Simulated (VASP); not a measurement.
ZrSe$_{2}$ (1T layered): the formation energy from VASP (plane waves, PAW) at several levels of theory. The references are the elements' solids at the same level; no temperature or zero-point terms are added.   Without a dispersion term in the relaxation, distances and binding between the weakly bound layers, chains or molecules are unreliable, and so is what depends on them.

```
level   formation energy (eV/atom)
------  --------------------------
LDA                         -1.349
PBEsol                      -1.341
```

The cell of the LDA run:

```cif
data_Se2Zr
_chemical_formula_sum 'Zr1 Se2'
_space_group_name_H-M_alt 'P 1'
_space_group_IT_number 1
_cell_length_a 3.69554
_cell_length_b 3.69554
_cell_length_c 5.94223
_cell_angle_alpha 90.000
_cell_angle_beta 90.000
_cell_angle_gamma 120.000
loop_
_space_group_symop_operation_xyz
  'x, y, z'
loop_
_atom_site_label
_atom_site_type_symbol
_atom_site_fract_x
_atom_site_fract_y
_atom_site_fract_z
_atom_site_occupancy
Zr1 Zr 0.00000 0.00000 0.00000 1
Se1 Se 0.33333 0.66667 0.26689 1
Se2 Se 0.66667 0.33333 0.73311 1
```

Only levels that ran to the end are used. Left out are those held back, those with too coarse a band path, GW runs whose mesh misses a band edge, hybrids' fits of cells that aren't cubic and levels without matching references; a question may draw on a part of the rest.
